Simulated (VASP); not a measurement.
# TiSi2: P into a neighbouring Ti vacancy, part 4 of 4

How hard is this move in TiSi2: P into a neighbouring Ti vacancy? Both ends are relaxed first, then a band of images between them. The start is a computed cell from the Materials Project.

VASP 6.6.1, plane waves and PAW; the level of theory is named at each step.

So far. Step 3 (Relax the start): P moved by 0.81 Å, so this state is no longer the site that was set up, and the path will join the minima actually found. Step 4 (Relax the end): The run ended after 26 ionic steps, 1.504 eV below its first step, once the forces on the free atoms met EDIFFG = -0.05.

**5. Nudged elastic band**

Level of this step: PBEsol; plane waves and PAW (Ti, P, Si) (VASP).

Images on a straight line between the ends relax across the path, while springs keep them spaced along it.

Input file INCAR:

```
SYSTEM = Ti6Si16P
PREC = Normal
ENCUT = 280
EDIFF = 1E-05
NELM = 120
ISMEAR = 1
SIGMA = 0.15
LREAL = Auto
ALGO = Fast
GGA = PS
NBANDS = 69
LASPH = .TRUE.
LWAVE = .FALSE.
LCHARG = .FALSE.
IMAGES = 3
SPRING = -5
IBRION = 1
POTIM = 0.3
NSW = 60
EDIFFG = -0.05
ISYM = 0
ISIF = 0
```

Input file POSCAR:

```
Ti6Si16P
1.0
    1.7584946145      6.6672545977      3.5636577142
    1.7584946145     -6.6672545977      3.5636577142
    7.0339784580      0.0000000000      0.0000000000
Ti P Si
6 1 16
Direct
    0.5177326634      0.7151122311      0.6926978246
    0.0276840721      0.2200331160      0.4376873196
    0.0311472547      0.2253008920      0.9358958570
    0.9832420106      0.7679913103      0.5603797125
    0.4771027365      0.2604442482      0.3130071732
    0.4872801986      0.2727255101      0.8115543301
    0.9141166022      0.8313701956      0.0627703778
    0.8755605971      0.3840375619      0.1856754089
    0.8833128566      0.3760753831      0.6827564091
    0.3811022620      0.8668797421      0.4363949933
    0.3718403599      0.8742565623      0.9422439568
    0.6340638050      0.1144499755      0.0631384558
    0.6265300717      0.1208317402      0.5638963844
    0.1367691025      0.6183270959      0.3091502625
    0.1245505035      0.6237365229      0.8134460415
    0.1821528137      0.0546571546      0.1830827678
    0.1839067352      0.0546821515      0.6969780204
    0.7032086656      0.5674334032      0.4190533370
    0.7051924138      0.5709401984      0.9431982527
    0.3310442144      0.4350784135      0.0731840362
    0.3286715193      0.4389815884      0.5402895104
    0.7850881889      0.9385304498      0.3166407001
    0.7784750312      0.9396976579      0.8260458617
```

Input file KPOINTS:

```
Automatic mesh
0
Gamma
3 3 3
0 0 0
```

Input file 00/POSCAR:

```
Ti6Si16P
1.0
    1.7584946145      6.6672545977      3.5636577142
    1.7584946145     -6.6672545977      3.5636577142
    7.0339784580      0.0000000000      0.0000000000
Ti P Si
6 1 16
Direct
    0.5177326634      0.7151122311      0.6926978246
    0.0276840721      0.2200331160      0.4376873196
    0.0311472547      0.2253008920      0.9358958570
    0.9832420106      0.7679913103      0.5603797125
    0.4771027365      0.2604442482      0.3130071732
    0.4872801986      0.2727255101      0.8115543301
    0.9141166022      0.8313701956      0.0627703778
    0.8755605971      0.3840375619      0.1856754089
    0.8833128566      0.3760753831      0.6827564091
    0.3811022620      0.8668797421      0.4363949933
    0.3718403599      0.8742565623      0.9422439568
    0.6340638050      0.1144499755      0.0631384558
    0.6265300717      0.1208317402      0.5638963844
    0.1367691025      0.6183270959      0.3091502625
    0.1245505035      0.6237365229      0.8134460415
    0.1821528137      0.0546571546      0.1830827678
    0.1839067352      0.0546821515      0.6969780204
    0.7032086656      0.5674334032      0.4190533370
    0.7051924138      0.5709401984      0.9431982527
    0.3310442144      0.4350784135      0.0731840362
    0.3286715193      0.4389815884      0.5402895104
    0.7850881889      0.9385304498      0.3166407001
    0.7784750312      0.9396976579      0.8260458617
```

Input file 01/POSCAR:

```
Ti6Si16P
1.0
    1.7584946145      6.6672545977      3.5636577142
    1.7584946145     -6.6672545977      3.5636577142
    7.0339784580      0.0000000000      0.0000000000
Ti P Si
6 1 16
Direct
    0.5172438186      0.7190698120      0.6920766114
    0.0236174287      0.2215601353      0.4380905341
    0.0287677993      0.2285616530      0.9363208706
    0.9826412492      0.7717943518      0.5600708002
    0.4746533202      0.2636351253      0.3135847292
    0.4831655309      0.2741566494      0.8122904158
    0.8314020861      0.7902474312      0.0935893735
    0.8728305392      0.3842003634      0.1861591883
    0.8806395064      0.3766395036      0.6836564705
    0.3794671274      0.8688239948      0.4366493287
    0.3695144480      0.8758007913      0.9421277442
    0.6314012598      0.1143543226      0.0636026283
    0.6237614072      0.1214554081      0.5649082044
    0.1340074414      0.6200583391      0.3089220180
    0.1229697080      0.6258084529      0.8137069826
    0.1780800900      0.0564502360      0.1819481041
    0.1806625171      0.0560727030      0.7003940023
    0.7061904108      0.5656983930      0.4211472082
    0.7079286030      0.5678275025      0.9413878082
    0.3275046794      0.4369626498      0.0717620695
    0.3249966412      0.4403795811      0.5436897561
    0.7867204712      0.9361799728      0.3141453836
    0.7831449343      0.9372782043      0.8273454173
```

Input file 02/POSCAR:

```
Ti6Si16P
1.0
    1.7584946145      6.6672545977      3.5636577142
    1.7584946145     -6.6672545977      3.5636577142
    7.0339784580      0.0000000000      0.0000000000
Ti P Si
6 1 16
Direct
    0.5167549739      0.7230273928      0.6914553982
    0.0195507852      0.2230871546      0.4384937486
    0.0263883440      0.2318224140      0.9367458843
    0.9820404878      0.7755973932      0.5597618878
    0.4722039040      0.2668260024      0.3141622851
    0.4790508632      0.2755877886      0.8130265016
    0.7486875700      0.7491246667      0.1244083692
    0.8701004812      0.3843631648      0.1866429678
    0.8779661563      0.3772036240      0.6845565318
    0.3778319928      0.8707682474      0.4369036640
    0.3671885360      0.8773450204      0.9420115315
    0.6287387145      0.1142586697      0.0640668008
    0.6209927427      0.1220790760      0.5659200244
    0.1312457803      0.6217895822      0.3086937734
    0.1213889124      0.6278803828      0.8139679236
    0.1740073664      0.0582433175      0.1808134405
    0.1774182990      0.0574632544      0.7038099843
    0.7091721559      0.5639633828      0.4232410795
    0.7106647921      0.5647148066      0.9395773636
    0.3239651444      0.4388468862      0.0703401028
    0.3213217632      0.4417775738      0.5470900018
    0.7883527534      0.9338294959      0.3116500672
    0.7878148374      0.9348587506      0.8286449730
```

Input file 03/POSCAR:

```
Ti6Si16P
1.0
    1.7584946145      6.6672545977      3.5636577142
    1.7584946145     -6.6672545977      3.5636577142
    7.0339784580      0.0000000000      0.0000000000
Ti P Si
6 1 16
Direct
    0.5162661292      0.7269849737      0.6908341850
    0.0154841418      0.2246141739      0.4388969631
    0.0240088886      0.2350831750      0.9371708980
    0.9814397263      0.7794004347      0.5594529754
    0.4697544878      0.2700168795      0.3147398410
    0.4749361955      0.2770189278      0.8137625874
    0.6659730538      0.7080019022      0.1552273649
    0.8673704232      0.3845259663      0.1871267472
    0.8752928062      0.3777677445      0.6854565932
    0.3761968581      0.8727125001      0.4371579994
    0.3648626240      0.8788892494      0.9418953188
    0.6260761692      0.1141630168      0.0645309734
    0.6182240782      0.1227027438      0.5669318445
    0.1284841192      0.6235208254      0.3084655288
    0.1198081169      0.6299523128      0.8142288646
    0.1699346427      0.0600363990      0.1796787768
    0.1741740808      0.0588538058      0.7072259662
    0.7121539010      0.5622283727      0.4253349508
    0.7134009812      0.5616021107      0.9377669191
    0.3204256093      0.4407311225      0.0689181362
    0.3176468851      0.4431755666      0.5504902475
    0.7899850356      0.9314790190      0.3091547507
    0.7924847404      0.9324392970      0.8299445286
```

Input file 04/POSCAR:

```
Ti6Si16P
1.0
    1.7584946145      6.6672545977      3.5636577142
    1.7584946145     -6.6672545977      3.5636577142
    7.0339784580      0.0000000000      0.0000000000
Ti P Si
6 1 16
Direct
    0.5157772844      0.7309425546      0.6902129718
    0.0114174984      0.2261411932      0.4393001776
    0.0216294332      0.2383439360      0.9375959116
    0.9808389649      0.7832034762      0.5591440631
    0.4673050715      0.2732077566      0.3153173970
    0.4708215278      0.2784500671      0.8144986731
    0.5832585377      0.6668791378      0.1860463606
    0.8646403653      0.3846887678      0.1876105266
    0.8726194560      0.3783318650      0.6863566546
    0.3745617235      0.8746567528      0.4374123348
    0.3625367121      0.8804334784      0.9417791062
    0.6234136240      0.1140673639      0.0649951459
    0.6154554137      0.1233264117      0.5679436645
    0.1257224581      0.6252520685      0.3082372843
    0.1182273214      0.6320242427      0.8144898057
    0.1658619190      0.0618294804      0.1785441132
    0.1709298627      0.0602443573      0.7106419481
    0.7151356462      0.5604933625      0.4274288220
    0.7161371704      0.5584894148      0.9359564746
    0.3168860743      0.4426153588      0.0674961695
    0.3139720070      0.4445735593      0.5538904932
    0.7916173179      0.9291285420      0.3066594342
    0.7971546435      0.9300198434      0.8312440842
```

PAW data sets: Ti, P and Si (PBE family, release 64).

Run with:

```sh
> mpirun -np 3 vasp_std
```

The program printed:

```text
[banner, memory and clock lines left out]
running    3 mpi-ranks, on    1 nodes
 each image running on    1 cores
 distrk:  each k-point on    1 cores,    1 groups
 distr:  one band on    1 cores,    1 groups

 POSCAR found type information on POSCAR TiP Si
 01/POSCAR found :  3 types and      23 ions
 [... a notice as in an earlier step ...]

 LDA part: xc-table for (Slater+PW92), standard interpolation
 POSCAR found type information on POSCAR TiP Si
 00/POSCAR found :  3 types and      23 ions
 POSCAR found type information on POSCAR TiP Si
 04/POSCAR found :  3 types and      23 ions
 POSCAR, INCAR and KPOINTS ok, starting setup
 FFT: planning ... GRIDC
 FFT: planning ... GRID_SOFT
 FFT: planning ... GRID
 WAVECAR not read
 entering main loop
       N       E                     dE             d eps       ncg     rms          rms(c)
DAV:   1     0.350547478158E+03    0.35055E+03   -0.21355E+04  1932   0.709E+02
DAV:   2    -0.106360473137E+03   -0.45691E+03   -0.43035E+03  1932   0.206E+02
DAV:   3    -0.164656646948E+03   -0.58296E+02   -0.55213E+02  2688   0.677E+01
DAV:   4    -0.167046290544E+03   -0.23896E+01   -0.23590E+01  2512   0.147E+01
DAV:   5    -0.167100543925E+03   -0.54253E-01   -0.54142E-01  2544   0.230E+00    0.441E+01
RMM:   6    -0.157014849279E+03    0.10086E+02   -0.78260E+01  1935   0.310E+01    0.111E+01
RMM:   7    -0.155685055958E+03    0.13298E+01   -0.11134E+01  1932   0.143E+01    0.129E+01
RMM:   8    -0.155771569680E+03   -0.86514E-01   -0.56329E+00  1988   0.630E+00    0.242E+00
RMM:   9    -0.155727427996E+03    0.44142E-01   -0.12556E+00  1933   0.432E+00    0.248E+00
RMM:  10    -0.155677020387E+03    0.50408E-01   -0.39381E-01  1935   0.233E+00    0.280E+00
RMM:  11    -0.155673724260E+03    0.32961E-02   -0.10495E-01  2005   0.994E-01    0.145E+00
RMM:  12    -0.155671451702E+03    0.22726E-02   -0.34099E-02  2060   0.507E-01    0.959E-01
RMM:  13    -0.155671556043E+03   -0.10434E-03   -0.22329E-02  1934   0.406E-01    0.673E-01
RMM:  14    -0.155669817244E+03    0.17388E-02   -0.56598E-03  1962   0.264E-01    0.319E-01
RMM:  15    -0.155669471789E+03    0.34545E-03   -0.21824E-03  1983   0.128E-01    0.193E-01
RMM:  16    -0.155669356433E+03    0.11536E-03   -0.87772E-04  2014   0.810E-02    0.117E-01
RMM:  17    -0.155669356337E+03    0.95932E-07   -0.30248E-04  1991   0.478E-02    0.623E-02
RMM:  18    -0.155669347439E+03    0.88981E-05   -0.92245E-05  1773   0.299E-02
   1 F= -.15566935E+03 E0= -.15567069E+03  d E =-.155669E+03
 BRION: g(F)=  0.119E+01 g(S)=  0.000E+00
 bond charge predicted
       N       E                     dE             d eps       ncg     rms          rms(c)
DAV:   1    -0.155855468828E+03   -0.18611E+00   -0.21292E+00  2296   0.443E+00    0.114E+00
RMM:   2    -0.155883134659E+03   -0.27666E-01   -0.27818E-01  1932   0.214E+00    0.124E+00
RMM:   3    -0.155872457147E+03    0.10678E-01   -0.61455E-02  1932   0.106E+00    0.442E-01
RMM:   4    -0.155872006490E+03    0.45066E-03   -0.13187E-02  1986   0.447E-01    0.346E-01
RMM:   5    -0.155871619416E+03    0.38707E-03   -0.45572E-03  1935   0.282E-01    0.215E-01
RMM:   6    -0.155871476023E+03    0.14339E-03   -0.21791E-03  1934   0.178E-01    0.118E-01
RMM:   7    -0.155871363618E+03    0.11240E-03   -0.70373E-04  1959   0.103E-01    0.493E-02
RMM:   8    -0.155871385968E+03   -0.22350E-04   -0.31820E-04  2102   0.497E-02    0.309E-02
RMM:   9    -0.155871375433E+03    0.10535E-04   -0.72305E-05  1857   0.304E-02    0.130E-02
RMM:  10    -0.155871375787E+03   -0.35403E-06   -0.23273E-05  1399   0.156E-02
   2 F= -.15587138E+03 E0= -.15587263E+03  d E =-.202028E+00
[... from here on, the cycles between the ionic steps are left out ...]
   3 F= -.15597616E+03 E0= -.15597737E+03  d E =-.104785E+00
   4 F= -.15600744E+03 E0= -.15600863E+03  d E =-.312821E-01
   5 F= -.15602452E+03 E0= -.15602566E+03  d E =-.170728E-01
   6 F= -.15603399E+03 E0= -.15603510E+03  d E =-.947384E-02
   7 F= -.15604321E+03 E0= -.15604431E+03  d E =-.922398E-02
   8 F= -.15605373E+03 E0= -.15605481E+03  d E =-.105186E-01
   9 F= -.15606299E+03 E0= -.15606406E+03  d E =-.926250E-02
  10 F= -.15607513E+03 E0= -.15607618E+03  d E =-.121346E-01
  11 F= -.15608914E+03 E0= -.15609019E+03  d E =-.140143E-01
  12 F= -.15610373E+03 E0= -.15610478E+03  d E =-.145874E-01
  13 F= -.15611826E+03 E0= -.15611933E+03  d E =-.145266E-01
  14 F= -.15613674E+03 E0= -.15613785E+03  d E =-.184799E-01
  15 F= -.15616228E+03 E0= -.15616347E+03  d E =-.255424E-01
  16 F= -.15618379E+03 E0= -.15618506E+03  d E =-.215082E-01
  17 F= -.15621941E+03 E0= -.15622085E+03  d E =-.356224E-01
  18 F= -.15624317E+03 E0= -.15624473E+03  d E =-.237632E-01
  19 F= -.15626928E+03 E0= -.15627098E+03  d E =-.261012E-01
  20 F= -.15628946E+03 E0= -.15629127E+03  d E =-.201813E-01
  21 F= -.15629774E+03 E0= -.15629959E+03  d E =-.828103E-02
  22 F= -.15629823E+03 E0= -.15630008E+03  d E =-.492387E-03
  23 F= -.15629756E+03 E0= -.15629941E+03  d E =0.667667E-03
  24 F= -.15629706E+03 E0= -.15629890E+03  d E =0.497997E-03
  25 F= -.15629478E+03 E0= -.15629660E+03  d E =0.228747E-02
  26 F= -.15629500E+03 E0= -.15629682E+03  d E =-.224291E-03
  27 F= -.15629674E+03 E0= -.15629858E+03  d E =-.174156E-02
  28 F= -.15629798E+03 E0= -.15629983E+03  d E =-.124145E-02
  29 F= -.15630776E+03 E0= -.15630965E+03  d E =-.978094E-02
  30 F= -.15631809E+03 E0= -.15632001E+03  d E =-.103238E-01
  31 F= -.15632478E+03 E0= -.15632673E+03  d E =-.669091E-02
  32 F= -.15632826E+03 E0= -.15633023E+03  d E =-.347790E-02
  33 F= -.15632881E+03 E0= -.15633078E+03  d E =-.554008E-03
  34 F= -.15632836E+03 E0= -.15633033E+03  d E =0.448350E-03
  35 F= -.15632881E+03 E0= -.15633078E+03  d E =-.448036E-03
  36 F= -.15632915E+03 E0= -.15633111E+03  d E =-.334674E-03
  37 F= -.15632914E+03 E0= -.15633111E+03  d E =0.625557E-05
  38 F= -.15632837E+03 E0= -.15633033E+03  d E =0.770892E-03
  39 F= -.15632946E+03 E0= -.15633142E+03  d E =-.108866E-02
  40 F= -.15633196E+03 E0= -.15633393E+03  d E =-.250084E-02
  41 F= -.15633058E+03 E0= -.15633254E+03  d E =0.138200E-02
  42 F= -.15633055E+03 E0= -.15633252E+03  d E =0.272541E-04
  43 F= -.15633298E+03 E0= -.15633496E+03  d E =-.243586E-02
  44 F= -.15633058E+03 E0= -.15633255E+03  d E =0.240245E-02
  45 F= -.15633165E+03 E0= -.15633362E+03  d E =-.106680E-02
  46 F= -.15633301E+03 E0= -.15633499E+03  d E =-.136188E-02
  47 F= -.15632887E+03 E0= -.15633083E+03  d E =0.414165E-02
  48 F= -.15632911E+03 E0= -.15633107E+03  d E =-.241299E-03
  49 F= -.15632969E+03 E0= -.15633165E+03  d E =-.579499E-03
  50 F= -.15633340E+03 E0= -.15633537E+03  d E =-.371084E-02
  51 F= -.15633545E+03 E0= -.15633742E+03  d E =-.205340E-02
  52 F= -.15633569E+03 E0= -.15633766E+03  d E =-.238310E-03
  53 F= -.15633573E+03 E0= -.15633770E+03  d E =-.331460E-04
  54 F= -.15633583E+03 E0= -.15633779E+03  d E =-.101135E-03
  55 F= -.15633808E+03 E0= -.15634005E+03  d E =-.225306E-02
  56 F= -.15633949E+03 E0= -.15634146E+03  d E =-.140838E-02
 BRION: g(F)=  0.127E-02 g(S)=  0.000E+00 retain N=  6 mean eig= 4.22
 eig:   7.276  7.276  3.669  3.233  1.943  1.943
 bond charge predicted
       N       E                     dE             d eps       ncg     rms          rms(c)
DAV:   1    -0.156340082792E+03   -0.59178E-03   -0.86470E-03  1932   0.260E-01    0.221E-02
RMM:   2    -0.156340092530E+03   -0.97386E-05   -0.17095E-04  1938   0.542E-02    0.227E-02
RMM:   3    -0.156340087669E+03    0.48607E-05   -0.46185E-05  1661   0.266E-02
  57 F= -.15634009E+03 E0= -.15634206E+03  d E =-.599236E-03
 BRION: g(F)=  0.123E-02 g(S)=  0.000E+00 retain N=  5 mean eig= 4.28
 eig:   6.449  6.449  1.616  0.451  6.441
 reached required accuracy - stopping structural energy minimisation
```

Run time: 21 min. Hardware: 3 MPI ranks of Intel Xeon 6975P-C (Granite Rapids), shared host; peak memory 0.68 GiB.

OUTCAR, selected parts (step 5):

```text
   NELECT =      93.0000    total number of electrons

  tangential force (eV/A)        -0.408053
  left and right image   1.431303  1.427466 A

  tangential force (eV/A)        -0.399473
  left and right image   1.438137  1.433976 A

 E-fermi :   8.1362

 k-point     1 :       0.0000    0.0000    0.0000
  band No.  band energies     occupation
    ...
     43       7.0539      2.00000
     44       7.2035      2.00000
     45       7.2899      2.00000
     46       7.5191      2.00000
     47       7.8706      2.03115
     48       8.3491     -0.06208
     49       9.0998     -0.00000
     50       9.2004     -0.00000
     51       9.2956     -0.00000
     52       9.3501     -0.00000
    ...

 POSITION                                       TOTAL-FORCE (eV/Angst)
 -----------------------------------------------------------------------------------
      7.05130     -1.55796      4.22070        -0.004277     -0.007385     -0.011776
      3.52882     -1.53044      0.72356        -0.003796      0.013172     -0.032233
      7.04494     -1.53240      0.73581         0.008038      0.004605      0.000075
      7.03080      1.19437      6.08510         0.001576      0.002675     -0.039091
      3.50957      1.20027      2.45321        -0.004073      0.015884     -0.019194
      7.05289      1.19084      2.51905         0.008656     -0.001574      0.036919
      3.52019      0.25908      5.94429        -0.005547      0.167797      0.293730
      3.52858      3.04182      4.31503        -0.004990     -0.013891     -0.009976
      7.02673      3.14660      4.32006         0.003737     -0.012202     -0.011784
      5.26922     -3.47396      4.28121         0.001630     -0.006947     -0.019186
      8.82564     -3.59409      4.26300         0.002613     -0.007944     -0.012980
      1.76532      3.21874      2.49483         0.005172      0.001699     -0.005746
      5.29174      3.12862      2.48846        -0.005507     -0.000694     -0.009431
      3.50909     -3.45998      2.52332         0.006984      0.004933     -0.015086
      7.04455     -3.57066      2.49874        -0.002681      0.005562     -0.018226
      1.70443      0.58471      0.66855         0.017574      0.023240     -0.005527
      5.35551      0.62123      0.65889        -0.025426      0.012369      0.003876
      5.21587      0.71382      4.35303        -0.033558     -0.107713     -0.019550
      8.85790      0.67508      4.36714         0.050198     -0.080575     -0.007327
      1.88018     -0.94088      2.56979        -0.000008     -0.003268     -0.016162
      5.17009     -0.95412      2.56852        -0.011475     -0.018573     -0.021031
      5.28463     -1.26267      5.96940        -0.023070      0.000072     -0.027795
      8.83132     -1.32488      5.95338         0.018232      0.008758     -0.032501
 -----------------------------------------------------------------------------------
    total drift:                               -0.003899     -0.014258     -0.012653

  FREE ENERGIE OF THE ION-ELECTRON SYSTEM (eV)
  ---------------------------------------------------
  free  energy   TOTEN  =      -156.3400876695 eV

  energy  without entropy=     -156.3460169089  energy(sigma->0) =     -156.34206408

  tangential force (eV/A)        -0.404308
  left and right image   1.442896  1.438062 A

[... 6 parts as in an earlier step ...]

[... 8 further parts left out ...]
```

Images along the path:

```
image  path (A)  energy (eV)       P7: x, y, z (Å)
    0     0.000       0.0000   3.511, 0.552, 6.220
    1     1.443       0.0287   3.520, 0.259, 5.944
    2     2.881       0.8249  3.518, -0.016, 5.323
    3     4.319       0.0410  3.532, -0.251, 4.748
    4     5.760       0.0017  3.507, -0.558, 4.455
```

Numbers from this step:

- electronic cycles: 292
- path length (all atoms, rigid shifts included): 5.760 Å
- barrier: 0.8249 eV
- barrier in the reverse direction: 0.8232 eV
- barrier from a spline through the images: 0.8248 eV
- reaction energy: 0.001667 eV

What the program prints for this run, and its count of cycles, belong to image 1; the force that counts for the threshold is the band's, across the path.

**6. What came out**

```yaml
hop: P into a neighbouring Ti vacancy
barrier: 0.825 eV
barrier_in_the_reverse_direction: 0.823 eV
barrier_from_a_spline_through_the_images: 0.825 eV
reaction_energy: 0.00167 eV
path_length_all_atoms_rigid_shifts_included: 5.76 Å
```

The barrier is 0.82 eV forwards and 0.82 eV backwards. With an attempt frequency of 10¹³ per second, taken as a typical value, this barrier gives about 10^-1 hops a second at 300 K. Both ends are alike and an image sits at the midpoint, which is the saddle if the path is symmetric. An end state left the site that was set up, so the path joins other places than the title names. The band met its force threshold after 57 steps. Cell and mesh are small and were not tested. The band started on a straight line, so other routes may lie lower.

[Lines on the potential files, build, host, timing and source positions are cut from VASP's logs without a mark.]

[Logs are printed without paths, hosts, clocks, repeated set-up lines and the standing remarks that a program may print on its own settings, such as how far it seeks lower states.]

[Hosts, paths, dates, database ids (printed as entryN), source tags and the programs' standing remarks are cut or masked in the printed files.]

[Runs that stopped without an error message from VASP are left out.]
